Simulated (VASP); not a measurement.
An input for Quantum ESPRESSO's pw.x (written as the equivalent of a VASP run, and not itself run):

```
&CONTROL
  calculation = 'vc-relax'
  pseudo_dir = './pseudo'
  outdir = './out'
  tprnfor = .true.
  tstress = .true.
  nstep = 40
  forc_conv_thr = 0.00078
/
&SYSTEM
  ibrav = 0
  nat = 2
  ntyp = 2
  ecutwfc = 74
  occupations = 'smearing'
  smearing = 'gaussian'
  degauss = 0.003675
  input_dft = 'pbesol'
/
&ELECTRONS
  conv_thr = 7.3e-08
  electron_maxstep = 100
/
&IONS
/
&CELL
  press = 50
/
ATOMIC_SPECIES
  K 39.098 K.upf
  I 126.904 I.upf
CELL_PARAMETERS angstrom
     0.0000000    3.2496865    3.2496865
     3.2496865    0.0000000    3.2496865
     3.2496865    3.2496865   -0.0000000
ATOMIC_POSITIONS crystal
  K    0.0000000  0.0000000  0.0000000
  I    0.5000000  0.5000000  0.5000000
K_POINTS automatic
  7 7 7 0 0 0
```

Write the VASP files for the same calculation (PBEsol).

This is not unique; one that fits is 
**POSCAR**
```
KI
1
    0.0000000000     3.2496865215     3.2496865215
    3.2496865215     0.0000000000     3.2496865215
    3.2496865215     3.2496865215    -0.0000000000
K I
1 1
Direct
  0.0000000000   0.0000000000   0.0000000000
  0.5000000000   0.5000000000   0.5000000000
```

File KPOINTS:
```
Automatic mesh
0
Gamma
7 7 7
0 0 0
```

INCAR:
```
# general
SYSTEM   =  KI
PREC     =  Accurate
ENCUT    =  500
LREAL    =  .FALSE.   # projection in real space or not
LASPH    =  .TRUE.   # aspherical one-centre terms

# electronic loop
EDIFF    =  1E-6   # SCF stop (eV)
NELM     =  100   # most electronic steps
ALGO     =  Normal
LMAXMIX  =  4

# smearing
ISMEAR   =  0
SIGMA    =  0.05

# functional
GGA      =  PS   # PBEsol

# ions
IBRION   =  2
NSW      =  40   # most ionic steps
ISIF     =  3   # ions, shape and volume
EDIFFG   =  -0.02   # ionic stop
PSTRESS  =  50   # kbar

# output
LWAVE    =  .FALSE.
LCHARG   =  .FALSE.
```

POTCAR, in this order: K_sv I (PBE.64 set). Program: vasp_std.

Limits of the translation: the potentials are each code's own (VASP's PAW set, PseudoDojo norm-conserving files in pw.x), so ENCUT and ecutwfc are chosen apart and not converted; conv_thr bounds pw.x's estimated SCF error, while EDIFF bounds the energy change between steps; forc_conv_thr acts on force components and is met together with etot_conv_thr.

The compound is KI in the rock salt structure. It was relaxed first under an external pressure of 5 GPa.
